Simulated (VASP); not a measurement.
Input:

```yaml
crystal:
  lattice:
    - [2.10085, 3.61813, -0.00755]
    - [2.10085, -3.61813, 0.00755]
    - [0.00000, 0.00934, -5.18858]
  atoms:
    - { symbol: Te, position: [0.32131, 0.67869, 0.71047] }
    - { symbol: Te, position: [0.67869, 0.32131, 0.28953] }
    - { symbol: Au, position: [0.00000, 0.00000, 0.00000] }
```

Computed with r2SCAN meta-GGA, VASP's PBE PAW potentials (set 64) (plane waves; VASP). Numerical set-up: 400 eV cut-off, 10×10×7 Γ-centred mesh, tetrahedra with Blöchl corrections, potentials Te Au.

Unless said otherwise, spin-orbit coupling is left out, though it shifts the bands of the heavy elements here.

Question: Tabulate the total density of states (states/eV per cell) against energy (eV; zero at the valence-band maximum or, without a gap, the Fermi level).

Answer: 
```
E (eV) | DOS (states/eV)
    -9.97 |  0.00
    -9.63 |  0.00
    -9.29 |  0.00
    -8.95 |  0.00
    -8.61 |  0.00
    -8.27 |  0.00
    -7.93 |  0.00
    -7.59 |  0.00
    -7.25 |  0.00
    -6.91 |  0.05
    -6.57 | ##### 1.39
    -6.23 | ########### 3.51
    -5.89 | ################### 5.97
    -5.55 | ############ 3.60
    -5.21 | ###### 1.82
    -4.87 | ############################## 9.26
    -4.52 | ############## 4.33
    -4.18 | ######## 2.52
    -3.84 | ###### 1.74
    -3.50 | ###### 1.87
    -3.05 | ###### 1.98
    -2.71 | ####### 2.16
    -2.37 | ####### 2.18
    -2.03 | ####### 2.01
    -1.69 | ####### 2.08
    -1.35 | ##### 1.58
    -1.01 | ### 0.92
    -0.67 | #### 1.22
    -0.33 | ##### 1.63
     0.01 | #### 1.38
     0.35 | ##### 1.53
     0.70 | ###### 1.83
     1.04 | ###### 1.80
     1.38 | ##### 1.51
     1.72 | #### 1.23
     2.06 | # 0.31
     2.40 |  0.14
     2.74 | # 0.43
     3.08 | ### 0.92
     3.42 | ##### 1.62
```
Within 2 eV below the Fermi level the largest weight inside VASP's projection spheres is Te p, then Au d.

The compound is Te2Au in the sg12 structure. It was relaxed first. The electron count is odd and the run is not spin-polarised, which forces a metal.
